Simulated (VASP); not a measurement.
Data:

```
CELL_PARAMETERS angstrom
      0.00000     2.28293     2.28293
      2.28293     0.00000     2.28293
      2.28293     2.28293     0.00000
ATOMIC_POSITIONS crystal
  B  0.00000 0.00000 0.00000
  P  0.25000 0.25000 0.25000
```

The numbers are results of PBEsol GGA, VASP's PBE PAW potentials (set 64) (plane waves; VASP), not measurements. Settings: 520 eV cut-off, 10×10×10 Γ-centred mesh, Gaussian smearing of 0.050 eV, potentials B P.

Give the stress tensor in GPa (positive for a compressed cell).

```
-4.73   0.00   0.00
 0.00  -4.73   0.00
 0.00   0.00  -4.73
```
The pressure is its mean diagonal, -4.73 GPa.

The compound is BP in the zinc blende structure. This cell is one point of a volume scan, at 1.03 of the reference volume.
